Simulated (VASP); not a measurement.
```
FeNi3
1.0
    3.54025     0.00000     0.00000
    0.00000     3.54025     0.00000
    0.00000     0.00000     3.54025
Fe Ni
1 3
Direct
  0.00000   0.00000   0.00000
  0.00000   0.50000   0.50000
  0.50000   0.00000   0.50000
  0.50000   0.50000   0.00000
```
Starting moments (μB, in the order of the record's atoms Fe Ni Ni Ni): 2.9 0.6 0.6 0.6.

All values below come from PBE GGA, VASP's PBE PAW potentials (set 64) (plane waves; VASP). Run with 480 eV cut-off, 8×8×8 Γ-centred mesh, first-order Methfessel-Paxton smearing of 0.10 eV, potentials Fe Ni.

Energy and stress use the plane-wave basis of the starting cell.

Task: The ions, cell shape and volume at an external pressure of 5.0 GPa are relaxed. Predict the relaxed structure.

Result: 
```
FeNi3
1.0
    3.51447     0.00000     0.00000
    0.00000     3.51447     0.00000
    0.00000     0.00000     3.51447
Fe Ni
1 3
Direct
  0.00000   0.00000   0.00000
  0.00000   0.50000   0.50000
  0.50000   0.00000   0.50000
  0.50000   0.50000   0.00000
```
Space group Pm-3m (221), at a tolerance of 0.03 Å. The cell ends with 4.74 μB, on the sites 2.88 0.63 0.63 0.63 μB.

Task: How do energy and volume change from the first to the last step?

Result: The energy (σ→0) changes by +4.0 meV/atom and the volume by -2.2 %, in 3 ionic steps.

The compound is Ni3Fe in the L1_2 structure. This run relaxes it under an external pressure of 5 GPa. Symmetry was kept, so distortions that lower it aren't found.
